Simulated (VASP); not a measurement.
All values below come from r2SCAN meta-GGA, VASP's PBE PAW potentials (set 64) (plane waves; VASP).

VASP ran on this input.

**KPOINTS_OPT**
```
k-points along high-symmetry lines
10
Line-mode
Reciprocal
  0.000000   0.000000   0.000000 ! GAMMA
  0.000000   0.500000   0.000000 ! X

  0.000000   0.500000   0.000000 ! X
  0.500000   0.500000   0.000000 ! M

  0.500000   0.500000   0.000000 ! M
  0.000000   0.000000   0.000000 ! GAMMA

  0.000000   0.000000   0.000000 ! GAMMA
  0.500000   0.500000   0.500000 ! R

  0.500000   0.500000   0.500000 ! R
  0.000000   0.500000   0.000000 ! X

  0.500000   0.500000   0.500000 ! R
  0.500000   0.500000   0.000000 ! M
```

File KPOINTS:
```
kpoints
0
Gamma
10 10 10
0 0 0
```

### POSCAR
```
Ni3Al
1
    3.5234301114     0.0000000000     0.0000000000
    0.0000000000     3.5234301114     0.0000000000
    0.0000000000     0.0000000000     3.5234301114
Al Ni
1 3
Direct
  0.0000000000   0.0000000000   0.0000000000
  0.0000000000   0.5000000000   0.5000000000
  0.5000000000   0.0000000000   0.5000000000
  0.5000000000   0.5000000000   0.0000000000
```

**INCAR**
```
SYSTEM = Ni3Al
PREC = Accurate
ENCUT = 400
EDIFF = 1E-7
NELM = 100
ALGO = Normal
LREAL = .FALSE.
LASPH = .TRUE.
ISMEAR = -5
METAGGA = R2SCAN
LMIXTAU = .TRUE.
LMAXMIX = 4
ISPIN = 2
MAGMOM = -0.0 0.3 0.3 0.3
LORBIT = 11
LWAVE = .FALSE.
LCHARG = .FALSE.
NEDOS = 601
ISIF = 2
LEFG = .TRUE.
```

POTCAR, in this order: Al Ni (PBE.64 set). Program: vasp_std.

What VASP printed:

OSZICAR:
```
       N       E                     dE             d eps       ncg     rms          rms(c)
DAV:   1     0.152086349936E+03    0.15209E+03   -0.12828E+04  4504   0.180E+03
DAV:   2    -0.427765939740E+02   -0.19486E+03   -0.18805E+03  4492   0.354E+02
DAV:   3    -0.522216171301E+02   -0.94450E+01   -0.87988E+01  4860   0.106E+02
DAV:   4    -0.524261410221E+02   -0.20452E+00   -0.20285E+00  5048   0.143E+01
DAV:   5    -0.524330508269E+02   -0.69098E-02   -0.68882E-02  5508   0.241E+00    0.203E+01
DAV:   6    -0.501032289577E+02    0.23298E+01   -0.87925E+01  4776   0.160E+02    0.228E+01
DAV:   7    -0.442541763855E+02    0.58491E+01   -0.22105E+01  4900   0.799E+01    0.279E+00
DAV:   8    -0.443195472257E+02   -0.65371E-01   -0.80267E-01  5064   0.108E+01    0.271E+00
DAV:   9    -0.442891444177E+02    0.30403E-01   -0.23927E-01  4928   0.757E+00    0.100E+00
DAV:  10    -0.442983159176E+02   -0.91715E-02   -0.28177E-02  5608   0.214E+00    0.475E-01
DAV:  11    -0.442990864026E+02   -0.77049E-03   -0.49876E-03  5256   0.115E+00    0.361E-01
DAV:  12    -0.442995021915E+02   -0.41579E-03   -0.18438E-03  5432   0.665E-01    0.624E-02
DAV:  13    -0.442995311997E+02   -0.29008E-04   -0.26689E-04  4832   0.212E-01    0.388E-02
DAV:  14    -0.442995410088E+02   -0.98090E-05   -0.27135E-05  5116   0.623E-02    0.190E-02
DAV:  15    -0.442995352338E+02    0.57749E-05   -0.50886E-06  5528   0.232E-02    0.607E-03
DAV:  16    -0.442995332666E+02    0.19672E-05   -0.12058E-06  5192   0.139E-02    0.322E-03
DAV:  17    -0.442995331735E+02    0.93119E-07   -0.20166E-07  3336   0.617E-03
   1 F= -.44299533E+02 E0= -.44299533E+02  d E =0.000000E+00  mag=     0.8907
       N       E                     dE             ncg
       N       E                     dE             ncg
```

### OUTCAR
```
------------------------ aborting loop because EDIFF is reached ----------------------------------------
  FORCE on cell =-STRESS in cart. coord.  units (eV):
  Direction    XX          YY          ZZ          XY          YZ          ZX
  --------------------------------------------------------------------------------------
  Total        0.0067816      0.0067816      0.0067816      0.0000000      0.0000000      0.0000000
  in kB        0.2483961      0.2483961      0.2483961      0.0000000      0.0000000      0.0000000
  external PRESSURE =       0.2483961 kB  Pullay stress =       0.0000000 kB
  volume of cell :       43.74
      direct lattice vectors                 reciprocal lattice vectors
     3.523430111  0.000000000  0.000000000     0.283814342  0.000000000  0.000000000
     0.000000000  3.523430111  0.000000000     0.000000000  0.283814342  0.000000000
     0.000000000  0.000000000  3.523430111     0.000000000  0.000000000  0.283814342
 POSITION                                       TOTAL-FORCE (eV/Angst)
 -----------------------------------------------------------------------------------
      0.00000      0.00000      0.00000         0.000000      0.000000      0.000000
      0.00000      1.76172      1.76172         0.000000      0.000000      0.000000
      1.76172      0.00000      1.76172         0.000000      0.000000      0.000000
      1.76172      1.76172      0.00000         0.000000      0.000000      0.000000
 -----------------------------------------------------------------------------------
    total drift:                                0.000000     -0.000000     -0.000000
  FREE ENERGIE OF THE ION-ELECTRON SYSTEM (eV)
  ---------------------------------------------------
  free  energy   TOTEN  =       -44.2995331735 eV

  energy  without entropy=      -44.2995331735  energy(sigma->0) =      -44.29953317

 total charge

# of ion       s       p       d       tot
------------------------------------------
    1        0.413   0.416   0.000   0.830
    2        0.522   0.575   8.386   9.483
    3        0.522   0.575   8.386   9.483
    4        0.522   0.575   8.386   9.483
--------------------------------------------------
tot          1.980   2.140  25.158  29.278

 magnetization (x)

# of ion       s       p       d       tot
------------------------------------------
    1       -0.002  -0.016   0.000  -0.018
    2       -0.008  -0.027   0.368   0.334
    3       -0.008  -0.027   0.368   0.334
    4       -0.008  -0.027   0.368   0.334
--------------------------------------------------
tot         -0.025  -0.096   1.104   0.983

 Electric field gradients after diagonalization (V/A^2)
 (convention: |V_zz| > |V_xx| > |V_yy|)
----------------------------------------------------------------------
 ion       V_xx      V_yy      V_zz     asymmetry (V_yy - V_xx)/ V_zz
----------------------------------------------------------------------
   1      -0.000    -0.000    -0.000      -0.676
   2       1.678     1.678    -3.356       0.000
   3       1.678     1.678    -3.356       0.000
   4       1.678     1.678    -3.356       0.000
```
(Selected blocks of OUTCAR.)

For a metal the tetrahedron method with Blöchl corrections gives inexact stress and forces.

The compound is Ni3Al in the L1_2 structure. It was relaxed first.
